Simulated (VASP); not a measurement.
Level of theory: r2SCAN meta-GGA, VASP's PBE PAW potentials (set 64) (plane waves; VASP).

A VASP calculation is set up with these files.

POSCAR:
```
Al2O3
1
    1.5080152785     0.8706527609     5.7787999842
   -1.5080152785     0.8706527609     5.7787999842
    0.0000000000    -1.7413065287     5.7787999846
Al O
2 3
Direct
  0.8070315421   0.8070315421   0.8070315421
  0.3067346051   0.3067346051   0.3067346051
  0.9718043533   0.9718043533   0.9718043533
  0.4178344589   0.4178344589   0.4178344589
  0.1935780406   0.1935780406   0.1935780406
```

### KPOINTS
```
Automatic mesh
0
G
8 8 8
```

### INCAR
```
SYSTEM = Al2O3
PREC = Accurate
ENCUT = 520
EDIFF = 1E-6
NELM = 100
ALGO = Normal
LREAL = .FALSE.
LASPH = .TRUE.
ISMEAR = 0
SIGMA = 0.05
METAGGA = R2SCAN
LMIXTAU = .TRUE.
LWAVE = .FALSE.
LCHARG = .FALSE.
IBRION = 2
ISIF = 3
NSW = 60
EDIFFG = -0.02
```

POTCAR, in this order: Al O (PBE.64 set). Program: vasp_std.

What VASP printed:

**OUTCAR**
```
 ion  position               nearest neighbor table
   1  0.807  0.807  0.807-   5 1.97   5 1.97   5 1.97   4 1.99   4 1.99   4 1.99
   2  0.307  0.307  0.307-   3 1.74   3 1.74   3 1.74   4 1.93   5 1.96
   3  0.972  0.972  0.972-   2 1.74   2 1.74   2 1.74
   4  0.418  0.418  0.418-   2 1.93   1 1.99   1 1.99   1 1.99
   5  0.194  0.194  0.194-   2 1.96   1 1.97   1 1.97   1 1.97
  LATTYP: Found a trigonal (rhomboedric) cell.
 ALAT       =     6.0354515629
 COS(alpha) =     0.8751403881
 Subroutine PRICEL returns:
 Original cell was already a primitive cell.
 Subroutine GETGRP returns: Found  6 space group operations
The static configuration has the point symmetry C_3v.
The dynamic configuration has the point symmetry C_3v.
 Subroutine INISYM returns: Found  6 space group operations
 Subroutine IBZKPT returns following result:
 Found     65 irreducible k-points:

 Following reciprocal coordinates:
            Coordinates               Weight
  0.000000  0.000000  0.000000      1.000000
  0.125000  0.000000  0.000000      6.000000
  0.250000  0.000000  0.000000      6.000000
  0.375000  0.000000  0.000000      6.000000
  0.500000  0.000000  0.000000      3.000000
...
```

### OSZICAR
```
       N       E                     dE             d eps       ncg     rms          rms(c)
DAV:   1     0.844596117519E+02    0.84460E+02   -0.13295E+04  2080   0.143E+03
DAV:   2    -0.551878935120E+02   -0.13965E+03   -0.13709E+03  2600   0.285E+02
DAV:   3    -0.590444549317E+02   -0.38566E+01   -0.38528E+01  2800   0.560E+01
DAV:   4    -0.590629881886E+02   -0.18533E-01   -0.18532E-01  2832   0.398E+00
DAV:   5    -0.590631989336E+02   -0.21075E-03   -0.21074E-03  2912   0.397E-01    0.130E+01
DAV:   6    -0.498049992571E+02    0.92582E+01   -0.13023E+01  2624   0.252E+01    0.546E+00
DAV:   7    -0.467819005389E+02    0.30231E+01   -0.78856E-01  2528   0.976E+00    0.277E+00
DAV:   8    -0.506695762747E+02   -0.38877E+01   -0.14926E+00  2584   0.918E+00    0.184E+00
DAV:   9    -0.472934207937E+02    0.33762E+01   -0.89054E-01  2096   0.768E+00    0.347E-01
DAV:  10    -0.475684396750E+02   -0.27502E+00   -0.19211E-01  2160   0.488E+00    0.422E-01
DAV:  11    -0.475157724153E+02    0.52667E-01   -0.12130E-02  2968   0.134E+00    0.281E-01
DAV:  12    -0.475857270184E+02   -0.69955E-01   -0.23027E-02  2120   0.166E+00    0.706E-02
DAV:  13    -0.475872348359E+02   -0.15078E-02   -0.14451E-03  2960   0.488E-01    0.311E-02
DAV:  14    -0.475879289581E+02   -0.69412E-03   -0.51705E-04  2232   0.282E-01    0.230E-02
DAV:  15    -0.475880422042E+02   -0.11325E-03   -0.33837E-05  2680   0.800E-02    0.152E-02
DAV:  16    -0.475880768365E+02   -0.34632E-04   -0.48917E-05  2184   0.612E-02    0.420E-03
DAV:  17    -0.475880933398E+02   -0.16503E-04   -0.13802E-05  2176   0.493E-02    0.260E-03
DAV:  18    -0.475880959857E+02   -0.26459E-05   -0.14963E-06  2344   0.143E-02    0.578E-04
DAV:  19    -0.475880961007E+02   -0.11495E-06   -0.17249E-07  1248   0.560E-03
   1 F= -.47588096E+02 E0= -.47588096E+02  d E =-.475881E+02
       N       E                     dE             d eps       ncg     rms          rms(c)
DAV:   1    -0.476449453391E+02   -0.56849E-01   -0.14206E+00  2480   0.119E+01    0.176E+00
DAV:   2    -0.475906865922E+02    0.54259E-01   -0.20646E-01  2424   0.361E+00    0.365E-01
DAV:   3    -0.475871972950E+02    0.34893E-02   -0.83236E-03  2712   0.833E-01    0.129E-01
DAV:   4    -0.475865113602E+02    0.68593E-03   -0.24274E-03  2152   0.636E-01    0.563E-02
DAV:   5    -0.475879534558E+02   -0.14421E-02   -0.11568E-03  2168   0.434E-01    0.110E-02
DAV:   6    -0.475880321952E+02   -0.78739E-04   -0.14516E-04  2392   0.165E-01    0.999E-03
DAV:   7    -0.475880566789E+02   -0.24484E-04   -0.19260E-05  2960   0.471E-02    0.513E-03
DAV:   8    -0.475880562649E+02    0.41406E-06   -0.10396E-05  2560   0.312E-02    0.497E-03
DAV:   9    -0.475880619354E+02   -0.56705E-05   -0.69578E-06  2128   0.323E-02    0.106E-03
DAV:  10    -0.475880622305E+02   -0.29514E-06   -0.48870E-07  1600   0.998E-03
   2 F= -.47588062E+02 E0= -.47588062E+02  d E =0.338701E-04
       N       E                     dE             d eps       ncg     rms          rms(c)
DAV:   1    -0.476063250694E+02   -0.18263E-01   -0.35714E-01  2480   0.590E+00    0.885E-01
DAV:   2    -0.475927856954E+02    0.13539E-01   -0.52688E-02  2448   0.183E+00    0.178E-01
DAV:   3    -0.475919476805E+02    0.83801E-03   -0.20066E-03  2704   0.407E-01    0.641E-02
DAV:   4    -0.475918309230E+02    0.11676E-03   -0.62116E-04  2152   0.321E-01    0.293E-02
DAV:   5    -0.475921356539E+02   -0.30473E-03   -0.33016E-04  2136   0.230E-01    0.565E-03
DAV:   6    -0.475921772709E+02   -0.41617E-04   -0.44006E-05  2352   0.904E-02    0.511E-03
DAV:   7    -0.475921813526E+02   -0.40817E-05   -0.46429E-06  2984   0.227E-02    0.241E-03
DAV:   8    -0.475921809509E+02    0.40173E-06   -0.20388E-06  1968   0.145E-02
   3 F= -.47592181E+02 E0= -.47592181E+02  d E =-.408485E-02
```

OUTCAR:
```
------------------------ aborting loop because EDIFF is reached ----------------------------------------
  FORCE on cell =-STRESS in cart. coord.  units (eV):
  Direction    XX          YY          ZZ          XY          YZ          ZX
  --------------------------------------------------------------------------------------
  Total       -0.0193769     -0.0193769      0.0953679      0.0000000     -0.0000000      0.0000000
  in kB       -0.6889233     -0.6889235      3.3906888      0.0000000     -0.0000002      0.0000000
  external PRESSURE =       0.6709473 kB  Pullay stress =       0.0000000 kB
  volume of cell :       45.06
      direct lattice vectors                 reciprocal lattice vectors
     1.501680071  0.866995128  5.768717056     0.332960402  0.192234762  0.057782934
    -1.501680071  0.866995128  5.768717056    -0.332960402  0.192234762  0.057782934
     0.000000000 -1.733991257  5.768717056     0.000000000 -0.384469525  0.057782901
 POSITION                                       TOTAL-FORCE (eV/Angst)
 -----------------------------------------------------------------------------------
      0.00000     -0.00000     13.96681         0.000000      0.000000     -0.018298
      0.00000     -0.00000      5.30808         0.000000     -0.000000      0.001358
      0.00000     -0.00000     16.81870         0.000000     -0.000000      0.009511
      0.00000     -0.00000      7.23223         0.000000      0.000000     -0.011917
      0.00000     -0.00000      3.34857         0.000000     -0.000000      0.019347
 -----------------------------------------------------------------------------------
    total drift:                               -0.000000      0.000009      0.009003
  FREE ENERGIE OF THE ION-ELECTRON SYSTEM (eV)
  ---------------------------------------------------
  free  energy   TOTEN  =       -47.5921809509 eV

  energy  without entropy=      -47.5921809509  energy(sigma->0) =      -47.59218095

 reached required accuracy - stopping structural energy minimisation
```
(Selected blocks of OUTCAR.)

**CONTCAR**
```
Al2O3
   1.00000000000000
     1.5016800709952771    0.8669951282645805    5.7687170560940348
    -1.5016800709952771    0.8669951282645805    5.7687170560940348
     0.0000000000000000   -1.7339912574311438    5.7687170562269632
  Al              O
     2     3
Direct
     0.8070431774389976    0.8070431774389976    0.8070431774389394
     0.3067162384586049    0.3067162384586049    0.3067162384586966
     0.9718339188873518    0.9718339188873518    0.9718339188872042
     0.4178995825511091    0.4178995825511091    0.4178995825507837
     0.1934900826639397    0.1934900826639397    0.1934900826643792
```

The structure comes from a computed database's Al2O3 entry (R3m); how it stands against other phases isn't given here. This run relaxes it. Symmetry was kept, so distortions that lower it aren't found. The start is the result of an earlier pass.
